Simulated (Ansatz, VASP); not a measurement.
## One calculation of Be3SbP, two programs

The input INCAR:

```
SYSTEM = Be3SbP
PREC     = Accurate       ! precision mode
ENCUT    = 600            ! plane-wave cutoff, eV
EDIFF    = 1E-6           ! SCF threshold, eV
ISMEAR   = -1             ! smearing method
SIGMA    = 0.15           ! smearing width, eV
LREAL    = .FALSE.        ! projectors in reciprocal space
LASPH    = .TRUE.         ! aspherical terms in the spheres
NELM     = 100            ! most SCF steps
ALGO     = Normal         ! electronic algorithm
ISIF     = 3              ! what is computed and relaxed
LWAVE    = .FALSE.        ! write WAVECAR
LCHARG   = .FALSE.        ! write CHGCAR
GGA      = PS             ! functional
IBRION   = 2              ! ionic algorithm
NSW      = 80             ! ionic steps
EDIFFG   = -0.001         ! ionic threshold
```

File KPOINTS:

```
Automatic mesh
0
G
  8 8 8
  0 0 0
```

The input POSCAR:

```
Be3SbP
1.0
    4.2090720562      0.0000000000      0.0000000000
    0.0000000000      4.2090720562      0.0000000000
    0.0000000000      0.0000000000      4.2090720562
Be Sb P
3 1 1
Direct
    0.0000000000      0.5000000000      0.5000000000
    0.5000000000      0.0000000000      0.5000000000
    0.5000000000      0.5000000000      0.0000000000
    0.0000000000      0.0000000000      0.0000000000
    0.5000000000      0.5000000000      0.5000000000
```

Input for Ansatz:

```yaml
crystal:
  lattice:
    - [4.2090720562, 0.0, 0.0]
    - [0.0, 4.2090720562, 0.0]
    - [0.0, 0.0, 4.2090720562]
  atoms:
    - { symbol: Be, position: [0.0, 0.5, 0.5] }
    - { symbol: Be, position: [0.5, 0.0, 0.5] }
    - { symbol: Be, position: [0.5, 0.5, 0.0] }
    - { symbol: Sb, position: [0.0, 0.0, 0.0] }
    - { symbol: P, position: [0.5, 0.5, 0.5] }
basis:
  ecutwfc: 420
kpoints:
  mp_grid: { grid: [8, 8, 8] }
hamiltonian:
  xc: pbesol
scf:
  occupations: { method: fermi_dirac, width: 0.15 }
output:
  forces: true
  stress: true
  eigenvalues: true
relax:
  adjacent_minimum: "off"
  f_tol: 0.001
  max_steps: 60
  cell: { stress_tol: 0.01 }
```

Alike in both runs: task relaxation of cell and atoms; functional PBEsol; k mesh 8 × 8 × 8; occupations fermi-dirac, width 0.15 eV; no spin polarisation.

|  | VASP | Ansatz |
| --- | --- | --- |
| version | VASP 6.6.1 | Ansatz 0.2.0 |
| potentials or method | VASP PAW PBE potentials, release 64 (Be, Sb, P) | scalar-relativistic, plane waves, PAW |
| plane-wave cutoff (eV) | 600 | 420 |
| valence electrons in the cell | 16 | 26 |

|  | VASP | Ansatz | Ansatz less VASP |
| --- | --- | --- | --- |
| gap on the k mesh at the Fermi level, each at its own relaxed structure (eV) | none | none | - |
| relaxed volume (Å³/atom) | 14.97 | 14.94 | -0.031 |
| relaxed cell length with the largest relative difference (Å) | 4.215 | 4.212 | -0.0029 |

A gap of «none» marks a metal or a gap that the smearing closes. The two sets of potentials don't hold the same shells in valence.

Caveats: the PAW data sets were made with another functional, which shifts forces and pressure a little (VASP). The runs have no spin-orbit coupling, so splittings on Sb are missing.
